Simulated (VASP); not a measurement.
# TeS2 (I4/mmm) in VASP: equation of state

How stiff is TeS2 in PBE, and what volume does it want? The cell is scaled to several volumes.

All numbers are computed with VASP 6.6.1; they aren't measurements. Logs are shortened: lines on timing, memory, paths and dates and some standing lists are left out, and cuts for length are marked.

## Step 1: The crystal as given

Symmetry: I4/mmm, No. 139, tetragonal system. Conventional cell: a = 3.956 Å, b = 3.956 Å, c = 10.144 Å, α = 90.00°, β = 90.00°, γ = 90.00°. Te (site symmetry 4/mmm) is surrounded by 8 S at 2.98 Å. S (site symmetry 4mm) is surrounded by 1 S at 2.07 Å.

The cell was built by a generator and needn't be a form met in nature.

## Step 2: Equation of state, PBE, 24.87 Å³/atom (volume scaled by 0.94)

INCAR reads:

```
SYSTEM = TeS2
PREC = Accurate
ENCUT = 520
EDIFF = 1E-7
ISMEAR = -1
SIGMA = 0.05
LREAL = .False.
LASPH = .True.
NELM = 60
ALGO = Normal
ISIF = 2
LWAVE = .False.
LCHARG = .False.
GGA = PE
NBANDS = 16
```

KPOINTS reads:

```
Automatic mesh
0
Gamma
  9 9 9
  0 0 0
```

POSCAR reads:

```
TeS2
1.0
   -1.9374939768      1.9374939768      4.9683725807
    1.9374939768     -1.9374939768      4.9683725807
    1.9374939768      1.9374939768     -4.9683725807
Te S
1 2
Direct
    0.0000000000      0.0000000000      0.0000000000
    0.3979200000      0.3979200000      0.0000000000
    0.6020800000      0.6020800000      0.0000000000
```

Potentials or basis: VASP PAW PBE potentials, release 64 (Te, S).

The run is started by

```console
$ cat potpaw_PBE.64/Te/POTCAR potpaw_PBE.64/S/POTCAR > POTCAR
$ mpirun -np 1 vasp_std > vasp.out
```

OUTCAR:

```text
SYSTEM = TeS2
   PREC = Accurate
   ENCUT = 520
   EDIFF = 1E-7
   ISMEAR = -1
   LREAL = .False.
   LASPH = .True.
   NELM = 60
   ISIF = 2
   GGA = PE

 Found     75 irreducible k-points:

 Following reciprocal coordinates:
            Coordinates               Weight
  0.000000  0.000000  0.000000      1.000000
  0.111111  0.000000 -0.000000      8.000000
  0.222222  0.000000 -0.000000      8.000000
  0.333333  0.000000 -0.000000      8.000000
  0.444444  0.000000 -0.000000      8.000000
  0.111111  0.111111 -0.000000      8.000000
   k-points           NKPTS =     75   k-points in BZ     NKDIM =     75   number of bands    NBANDS=     16
   number of dos      NEDOS =    301   number of ions     NIONS =      3
   total plane-waves  NPLWV =  74088
   dimension x,y,z NGX =    42 NGY =   42 NGZ =   42
   dimension x,y,z NGXF=    84 NGYF=   84 NGZF=   84
   ions per type =               1   2
   NGX,Y,Z   is equivalent  to a cutoff of  12.31, 12.31, 12.31 a.u.
   NGXF,Y,Z  is equivalent  to a cutoff of  24.61, 24.61, 24.61 a.u.
 SYSTEM =  TeS2
   PREC   = accura    normal or accurate (medium, high low for compatibility)
   ISTART =      0    job   : 0-new  1-cont  2-samecut
   ICHARG =      2    charge: 1-file 2-atom 10-const
   ISPIN  =      1    spin polarized calculation?
   LNONCOLLINEAR =      F non collinear calculations
   LSORBIT =      F    spin-orbit coupling
   LASPH  =      T    aspherical Exc in radial PAW
   ENCUT  =  520.0 eV  38.22 Ry    6.18 a.u.  10.55 10.55 10.55*2*pi/ulx,y,z
   NELM   =     60;   NELMIN=  2; NELMDL= -5     # of ELM steps
   EDIFF  = 0.1E-06   stopping-criterion for ELM
   LREAL  =      F    real-space projection
   EDIFFG = 0.1E-05   stopping-criterion for IOM
   NSW    =      0    number of steps for IOM
   IBRION =     -1    ionic relax: 0-MD 1-quasi-New 2-CG
   NFREE  =      0    steps in history (QN), initial steepest desc. (CG)
   ISIF   =      2    stress and relaxation
   ISYM   =      2    0-nonsym 1-usesym 2-fastsym
   POTIM  = 0.5000    time-step for ionic-motion
   TEBEG  =    0.0;   TEEND  =   0.0 temperature during run
   PSTRESS=    0.0 pullay stress
   NELECT =      18.0000    total number of electrons
   NUPDOWN=      -1.0000    fix difference up-down
   EMIN   =  10.00;   EMAX   =-10.00  energy-range for DOS
   EFERMI =   0.00;   METHOD = LEGACY
   ISMEAR =    -1;   SIGMA  =   0.05  broadening in eV -4-tet -1-fermi 0-gaus
   EFERMI_NEDOS =   21; number of points for ismear=-14 and -15
   IALGO  =     38    algorithm
   IMIX   =      4    mixing-type and parameters
     AMIX     =   0.40;   BMIX     =  1.00
     AMIX_MAG =   1.60;   BMIX_MAG =  1.00
  volume/ion in A,a.u.               =      24.87       167.81
  Fermi-wavevector in a.u.,A,eV,Ry     =   1.019172  1.925955 14.132522  1.038711
  Thomas-Fermi vector in A             =   2.152671
   LORBIT       =      0    0 simple, 1 ext, 2 COOP (PROOUT), +10 PAW based schemes
   GGA     = PE    functional components
   LHFCALC =     F    Hartree Fock is set to
   AEXX    =    0.0000 exact exchange contribution
   IVDW    =     0    specifies the selected vdW correction
   LEPSILON=     F    determine dielectric tensor
   LRPA    =     F    only Hartree local field effects (RPA)
 non-spin polarized calculation
  energy-cutoff  :      520.00
  volume of cell :       74.60
 maximum number of plane-waves:      2029
 NGX is ok and might be reduce to    42
   NGX = 21   NGY = 21   NGZ = 21

 number of electron      17.9999999 magnetization

 Free energy of the ion-electron system (eV)
  ---------------------------------------------------
  ext. energy  EPLUGINS =         0.00000000
  ---------------------------------------------------
  free energy    TOTEN  =        -9.93821158 eV

  energy without entropy =       -9.92574143  energy(sigma->0) =       -9.93197651

 E-fermi :   5.6339     XC(G=0):  -9.2168

 val. band max:        5.6245802771   @ k =   0.3333   0.3333  -0.0000
 cond. band min:       5.6683203411   @ k =  -0.3333   0.4444   0.1111
 fundamental gap:      0.0437400640
 Fermi energy:         5.6338541712

 k-point     1 :       0.0000    0.0000    0.0000
  band No.  band energies     occupation
      1     -11.3141      2.00000
      2      -5.8171      2.00000
      3      -4.5409      2.00000
      4      -0.4548      2.00000
      5       0.2027      2.00000
      6       0.2027      2.00000
[... 8 lines left out ...]
     15      12.2914      0.00000
     16      13.1552      0.00000

 k-point     2 :       0.1111    0.0000   -0.0000
  band No.  band energies     occupation
      1     -11.2449      2.00000
      2      -5.8049      2.00000
      3      -4.8007      2.00000
      4      -0.3874      2.00000
      5       0.2982      2.00000
      6       0.4260      2.00000
[... 8 lines left out ...]
     15      12.5408      0.00000
     16      13.7331      0.00000

 k-point     3 :       0.2222    0.0000   -0.0000
  band No.  band energies     occupation
      1     -11.0542      2.00000
      2      -5.7782      2.00000
      3      -5.4047      2.00000
      4      -0.1998      2.00000
      5       0.5721      2.00000
      6       0.9617      2.00000
[... 8 lines left out ...]
     15      12.9771      0.00000
     16      14.3153      0.00000

 k-point     4 :       0.3333    0.0000   -0.0000
  band No.  band energies     occupation
      1     -10.8014      2.00000
      2      -6.0938      2.00000
      3      -5.7032      2.00000
      4      -0.0075      2.00000
      5       0.9707      2.00000
      6       1.6129      2.00000
[... 8 lines left out ...]
     15      13.1702      0.00000
     16      13.6983      0.00000

 k-point     5 :       0.4444    0.0000   -0.0000
  band No.  band energies     occupation
      1     -10.6061      2.00000
      2      -6.5175      2.00000
      3      -5.6783      2.00000
      4       0.0622      2.00000
      5       1.3294      2.00000
      6       1.5306      2.00000
[... 8 lines left out ...]
     15      13.2609      0.00000
     16      13.6804      0.00000

 k-point     6 :       0.1111    0.1111   -0.0000
  band No.  band energies     occupation
      1     -11.1726      2.00000
      2      -5.8212      2.00000
      3      -4.9897      2.00000
      4      -0.2642      2.00000
      5      -0.1230      2.00000
      6       1.0704      2.00000
[... 8 lines left out ...]
     15      12.8443      0.00000
     16      13.7752      0.00000

 [... further k-points ...]

------------------------ aborting loop because EDIFF is reached ----------------------------------------

  FORCE on cell =-STRESS in cart. coord.  units (eV):
  Direction    XX          YY          ZZ          XY          YZ          ZX
  --------------------------------------------------------------------------------------
  -------------------------------------------------------------------------------------
  Total        1.5514853      1.5514853      1.6456765      0.0000000      0.0000000      0.0000000
  in kB       33.3198758     33.3198758     35.3427367      0.0000000      0.0000000      0.0000000
  external PRESSURE =      33.9941628 kB  Pullay stress =       0.0000000 kB

 VOLUME and BASIS-vectors are now :
 -----------------------------------------------------------------------------
  energy-cutoff  :      520.00
  volume of cell :       74.60
      direct lattice vectors                 reciprocal lattice vectors
    -1.937493977  1.937493977  4.968372581     0.000000000  0.258065318  0.100636575
     1.937493977 -1.937493977  4.968372581     0.258065318  0.000000000  0.100636575
     1.937493977  1.937493977 -4.968372581     0.258065318  0.258065318  0.000000000

 POSITION                                       TOTAL-FORCE (eV/Angst)
 -----------------------------------------------------------------------------------
      0.00000      0.00000      0.00000        -0.000000     -0.000000     -0.000000
      0.00000      0.00000      3.95403        -0.000000     -0.000000     -0.778463
      0.00000      0.00000      5.98272         0.000000      0.000000      0.778463
 -----------------------------------------------------------------------------------
    total drift:                               -0.000000      0.000000     -0.000000

  FREE ENERGIE OF THE ION-ELECTRON SYSTEM (eV)
  ---------------------------------------------------
  free  energy   TOTEN  =        -9.9382115809 eV

  energy  without entropy=       -9.9257414313  energy(sigma->0) =       -9.93197651
```

Wall time 61 s (1 thread of Intel Xeon 6975P-C (Granite Rapids), shared host); peak memory 0.3 GiB.

What came out:

| Quantity | Value |
| --- | --- |
| Free energy | -9.9382 eV |
| Pressure | 3.4 GPa |
| Largest force | 0.778 eV/Å |
| Band gap on the k mesh | none (metal or under the smearing width) |

## Step 3: Equation of state, PBE, 25.40 Å³/atom (volume scaled by 0.96)

INCAR reads:

```
SYSTEM = TeS2
PREC = Accurate
ENCUT = 520
EDIFF = 1E-7
ISMEAR = -1
SIGMA = 0.05
LREAL = .FALSE.
LASPH = .TRUE.
NELM = 80
ALGO = Normal
ISIF = 2
LWAVE = .FALSE.
LCHARG = .FALSE.
GGA = PE
NBANDS = 16
```

KPOINTS reads:

```
regular mesh
0
G
  9 9 9
  0 0 0
```

POSCAR reads:

```
TeS2
1.0
   -1.9511387502      1.9511387502      5.0033622728
    1.9511387502     -1.9511387502      5.0033622728
    1.9511387502      1.9511387502     -5.0033622728
Te S
1 2
Direct
    0.0000000000      0.0000000000      0.0000000000
    0.3979200000      0.3979200000      0.0000000000
    0.6020800000      0.6020800000      0.0000000000
```

Potentials or basis: VASP PAW PBE potentials, release 64 (Te, S).

The run is started by

```console
$ cat potpaw_PBE.64/Te/POTCAR potpaw_PBE.64/S/POTCAR > POTCAR
$ mpirun -np 1 vasp_std > vasp.out
```

Wall time 64 s (1 thread of Intel Xeon 6975P-C (Granite Rapids), shared host); peak memory 0.29 GiB.

Results (log left out):

| Quantity | Value |
| --- | --- |
| Free energy | -9.9653 eV |
| Pressure | 2.0 GPa |
| Largest force | 0.481 eV/Å |
| Band gap on the k mesh | none (metal or under the smearing width) |

## Step 4: Equation of state, PBE, 25.93 Å³/atom (volume scaled by 0.98)

INCAR reads:

```
PREC = Accurate ; ENCUT = 520
EDIFF = 1E-7 ; ISMEAR = -1
SIGMA = 0.05 ; LREAL = F
LASPH = T ; NELM = 100
ALGO = Normal ; ISIF = 2
LWAVE = F ; LCHARG = F
GGA = PE ; NBANDS = 16
```

KPOINTS reads:

```
regular mesh
0
Gamma
  9 9 9
```

POSCAR reads:

```
TeS2
1.0
   -1.9645953047      1.9645953047      5.0378693099
    1.9645953047     -1.9645953047      5.0378693099
    1.9645953047      1.9645953047     -5.0378693099
Te S
1 2
Direct
    0.0000000000      0.0000000000      0.0000000000
    0.3979200000      0.3979200000      0.0000000000
    0.6020800000      0.6020800000      0.0000000000
```

The run is started by

```console
$ cat potpaw_PBE.64/Te/POTCAR potpaw_PBE.64/S/POTCAR > POTCAR
$ mpirun -np 1 vasp_std > vasp.out
```

Wall time 77 s (1 thread of Intel Xeon 6975P-C (Granite Rapids), shared host); peak memory 0.35 GiB.

Results (log left out):

```
Free energy            : -9.9796 eV
Pressure               : 0.8 GPa
Largest force          : 0.204 eV/Å
Band gap on the k mesh : none (metal or under the smearing width)
```

## Step 5: Equation of state, PBE, 26.98 Å³/atom (volume scaled by 1.02)

INCAR reads:

```
  PREC = Accurate
  ENCUT = 520
  EDIFF = 1E-7
  ISMEAR = -1
  SIGMA = 0.05
  LREAL = F
  LASPH = T
  NELM = 80
  ALGO = Normal
  ISIF = 2
  LWAVE = F
  LCHARG = F
  GGA = PE
  NBANDS = 16
```

KPOINTS is that of step 4.

POSCAR reads:

```
TeS2
1.0
   -1.9909688586      1.9909688586      5.1054997868
    1.9909688586     -1.9909688586      5.1054997868
    1.9909688586      1.9909688586     -5.1054997868
Te S
1 2
Direct
    0.0000000000      0.0000000000      0.0000000000
    0.3979200000      0.3979200000      0.0000000000
    0.6020800000      0.6020800000      0.0000000000
```

The run is started by

```console
$ cat potpaw_PBE.64/Te/POTCAR potpaw_PBE.64/S/POTCAR > POTCAR
$ mpirun -np 1 vasp_std > vasp.out
```

Run time: 80 s. Hardware: 1 thread of Intel Xeon 6975P-C (Granite Rapids), shared host; peak memory 0.36 GiB.

Results (log left out):

```yaml
Free_energy: -9.9749 eV
Pressure: -1.3 GPa
Largest_force: 0.289 eV/Å
Band_gap_on_the_k_mesh: none (metal or under the smearing width)
```

## Step 6: Equation of state, PBE, 27.51 Å³/atom (volume scaled by 1.04)

INCAR reads:

```
ALGO     = Normal         # electronic algorithm
EDIFF    = 1E-7           # SCF threshold, eV
ENCUT    = 520            # plane-wave cutoff, eV
GGA      = PE             # functional
ISIF     = 2              # what is computed and relaxed
ISMEAR   = -1             # smearing method
LASPH    = T              # aspherical terms in the spheres
LCHARG   = F              # write CHGCAR
LREAL    = F              # projectors in reciprocal space
LWAVE    = F              # write WAVECAR
NBANDS   = 16             # bands
NELM     = 100            # most SCF steps
PREC     = Accurate       # precision mode
SIGMA    = 0.05           # smearing width, eV
```

KPOINTS reads:

```
k-points
0
Gamma
  9 9 9
```

POSCAR reads:

```
TeS2
1.0
   -2.0038975900      2.0038975900      5.1386533118
    2.0038975900     -2.0038975900      5.1386533118
    2.0038975900      2.0038975900     -5.1386533118
Te S
1 2
Direct
    0.0000000000      0.0000000000      0.0000000000
    0.3979200000      0.3979200000      0.0000000000
    0.6020800000      0.6020800000      0.0000000000
```

Potentials or basis: VASP PAW PBE potentials, release 64 (Te, S).

The run is started by

```console
$ cat potpaw_PBE.64/Te/POTCAR potpaw_PBE.64/S/POTCAR > POTCAR
$ mpirun -np 1 vasp_std > vasp.out
```

Wall time 80 s (1 thread of Intel Xeon 6975P-C (Granite Rapids), shared host); peak memory 0.36 GiB.

The run converged. Its results:

```yaml
Free_energy: -9.9583 eV
Pressure: -2.1 GPa
Largest_force: 0.510 eV/Å
Band_gap_on_the_k_mesh: none (metal or under the smearing width)
```

## Step 7: Equation of state, PBE, 28.04 Å³/atom (volume scaled by 1.06)

INCAR reads:

```
PREC = Accurate
ENCUT = 520
EDIFF = 1E-7
ISMEAR = -1
SIGMA = 0.05
LREAL = False
LASPH = True
NELM = 80
ALGO = Normal
ISIF = 2
LWAVE = False
LCHARG = False
GGA = PE
NBANDS = 16
```

KPOINTS reads:

```
regular mesh
0
Gamma
  9 9 9
```

POSCAR reads:

```
TeS2
1.0
   -2.0166616131      2.0166616131      5.1713844702
    2.0166616131     -2.0166616131      5.1713844702
    2.0166616131      2.0166616131     -5.1713844702
Te S
1 2
Direct
    0.0000000000      0.0000000000      0.0000000000
    0.3979200000      0.3979200000      0.0000000000
    0.6020800000      0.6020800000      0.0000000000
```

The run is started by

```console
$ cat potpaw_PBE.64/Te/POTCAR potpaw_PBE.64/S/POTCAR > POTCAR
$ mpirun -np 1 vasp_std > vasp.out
```

It took 77 s on 1 thread of Intel Xeon 6975P-C (Granite Rapids), shared host; peak memory 0.37 GiB.

It converged, with:

| Item | Value |
| --- | --- |
| Free energy | -9.9334 eV |
| Pressure | -2.9 GPa |
| Largest force | 0.714 eV/Å |
| Band gap on the k mesh | none (metal or under the smearing width) |

Caveat: this functional lacks dispersion, which binds the layers, so the pressure and a relaxed spacing across them are unreliable.

## Step 8: Equation of state, PBE

This step only gathers the single runs of the series.

Results:

```
Equilibrium volume                        : 26.33 Å³/atom
Bulk modulus at fixed shape and positions : 53 GPa
Pressure derivative of the bulk modulus   : 4.5
```

Energy against volume, from the lowest point:
```
volume (Å³/atom)  energy (meV/atom)
          24.868              14.72
          25.397               5.69
          25.926               0.93
          26.455               0.00
          26.984               2.49
          27.513               8.04
          28.042              16.32
```

Caveat: the cell was scaled at fixed shape and fractional positions, which overstates the stiffness of a crystal with free parameters, most of all of layers and chains.
